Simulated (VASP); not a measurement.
Calculation: PBE GGA, VASP's PBE PAW potentials (set 64) (plane waves; VASP 6.6.1).

VASP input:

KPOINTS:
```
Automatic mesh
0
gamma
13 13 7
```

### POSCAR
```
Tb
1.0
  1.8217236983  -3.1553175327   0.0000000000
  1.8217236983   3.1553175327   0.0000000000
  0.0000000000   0.0000000000   5.6469661448
Tb
2
Direct
  0.3333330000   0.6666670000   0.2500000000
  0.6666670000   0.3333330000   0.7500000000
```

**INCAR**
```
SYSTEM = Tb
ALGO = Normal
ENCUT = 400
GGA = PE
LCHARG = .TRUE.
NELM = 100
LASPH = .TRUE.   ! aspherical one-centre terms
ISMEAR = -5
NEDOS = 601   ! DOS grid
ISIF = 2
LWAVE = .FALSE.
EDIFF = 1E-7
PREC = Accurate
LMAXMIX = 6   ! l cut-off of mixed one-centre charges
LORBIT = 11
LREAL = .FALSE.   ! projection in real space or not
```

POTCAR, in this order: Tb_3 (PBE.64 set). Program: vasp_std.

What VASP printed:

### OSZICAR
```
       N       E                     dE             d eps       ncg     rms          rms(c)
DAV:   1     0.357417472793E+02    0.35742E+02   -0.79107E+03  2192   0.102E+03
DAV:   2    -0.725181557289E+01   -0.42994E+02   -0.42021E+02  2394   0.222E+02
DAV:   3    -0.905520321353E+01   -0.18034E+01   -0.17043E+01  2993   0.278E+01
DAV:   4    -0.909859196966E+01   -0.43389E-01   -0.43608E-01  2574   0.422E+00
DAV:   5    -0.909966521017E+01   -0.10732E-02   -0.10709E-02  3094   0.543E-01    0.233E+01
DAV:   6    -0.910046585244E+01   -0.80064E-03   -0.22039E-02  2612   0.125E+00    0.139E+01
DAV:   7    -0.910850451469E+01   -0.80387E-02   -0.40377E-02  2640   0.170E+00    0.215E-01
DAV:   8    -0.910826448625E+01    0.24003E-03   -0.21895E-03  2629   0.378E-01    0.598E-02
DAV:   9    -0.910829207457E+01   -0.27588E-04   -0.21119E-04  2694   0.114E-01    0.331E-02
DAV:  10    -0.910827626208E+01    0.15812E-04   -0.32474E-05  2629   0.419E-02    0.405E-02
DAV:  11    -0.910828157475E+01   -0.53127E-05   -0.46159E-06  2559   0.161E-02    0.107E-03
DAV:  12    -0.910828229295E+01   -0.71819E-06   -0.36315E-07  2734   0.492E-03    0.431E-03
DAV:  13    -0.910828174711E+01    0.54584E-06   -0.49082E-08  1502   0.173E-03    0.760E-04
DAV:  14    -0.910828168038E+01    0.66728E-07   -0.10483E-08  1452   0.949E-04
   1 F= -.91082817E+01 E0= -.91082817E+01  d E =0.000000E+00
```

File OUTCAR:
```
------------------------ aborting loop because EDIFF is reached ----------------------------------------
  FORCE on cell =-STRESS in cart. coord.  units (eV):
  Direction    XX          YY          ZZ          XY          YZ          ZX
  --------------------------------------------------------------------------------------
  Total       -0.1608624     -0.1608624      0.1820441      0.0000000     -0.0000000      0.0000000
  in kB       -3.9700362     -3.9700350      4.4927944      0.0000000     -0.0000000      0.0000000
  external PRESSURE =      -1.1490923 kB  Pullay stress =       0.0000000 kB
  volume of cell :       64.92
      direct lattice vectors                 reciprocal lattice vectors
     1.821723698 -3.155317533  0.000000000     0.274465332 -0.158462657  0.000000000
     1.821723698  3.155317533  0.000000000     0.274465332  0.158462657  0.000000000
     0.000000000  0.000000000  5.646966145     0.000000000  0.000000000  0.177086240
 POSITION                                       TOTAL-FORCE (eV/Angst)
 -----------------------------------------------------------------------------------
      1.82172      1.05177      1.41174         0.000000      0.000000      0.000000
      1.82172     -1.05177      4.23522         0.000000     -0.000000      0.000000
 -----------------------------------------------------------------------------------
    total drift:                                0.000000      0.000110     -0.000011
  FREE ENERGIE OF THE ION-ELECTRON SYSTEM (eV)
  ---------------------------------------------------
  free  energy   TOTEN  =        -9.1082816804 eV

  energy  without entropy=       -9.1082816804  energy(sigma->0) =       -9.10828168

 total charge

# of ion       s       p       d       tot
------------------------------------------
    1        0.397   6.297   1.098   7.792
    2        0.397   6.297   1.098   7.792
--------------------------------------------------
tot          0.793  12.594   2.196  15.584
```
(Selected blocks of OUTCAR.)

The 4f electrons are frozen in the core of the lanthanide potential, so 4f levels, which can set the real gap, and their magnetism are missing. For a metal the tetrahedron method with Blöchl corrections gives inexact stress and forces.

The compound is Tb in the hcp structure. It was relaxed first.
